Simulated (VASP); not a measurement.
**Bi: equilibrium volume by level of theory**

```
Bi
1.0
     2.26750    1.30914    3.93800
    -2.26750    1.30914    3.93800
     0.00000   -2.61828    3.93800
Bi
2
Direct
  0.23400 0.23400 0.23400
  0.76600 0.76600 0.76600
```

| rung | level | program and potentials | cutoff (eV) | k mesh | smearing | equilibrium volume (Å³/atom) | notes |
| --- | --- | --- | --- | --- | --- | --- | --- |
| LDA | LDA | VASP, LDA PAW files Bi_d, 600 eV | 600 | 12 × 12 × 12 | methfessel-paxton 0.1 | 33.58 | - |
| GGA | PBE | VASP, PBE PAW files Bi_d, 600 eV | 600 | 12 × 12 × 12 | methfessel-paxton 0.1 | 36.81 | - |
| GGA + dispersion | PBE+D3(BJ) | VASP, PBE PAW files Bi_d, 600 eV | 600 | 12 × 12 × 12 | methfessel-paxton 0.1 | 34.55 | - |
| GGA | PBEsol | VASP, PBE PAW files Bi_d, 600 eV | 600 | 12 × 12 × 12 | methfessel-paxton 0.1 | (a) | potentials made for PBE |

Task: relaxation of cell and atoms. All rows: no spin polarisation. Smearing widths are in eV. For a metal such meshes aren't converged. Meshes are those of the run's cell of 2 atoms unless a note names another. Relaxations start from the cell shown or near it and stop with a little pressure left. Runs on faulty files, with rough fits or with known faults for this quantity aren't shown. No row holds spin-orbit coupling.

Estimate the value left out from the other rows.

(a) 34.39 Å³/atom.
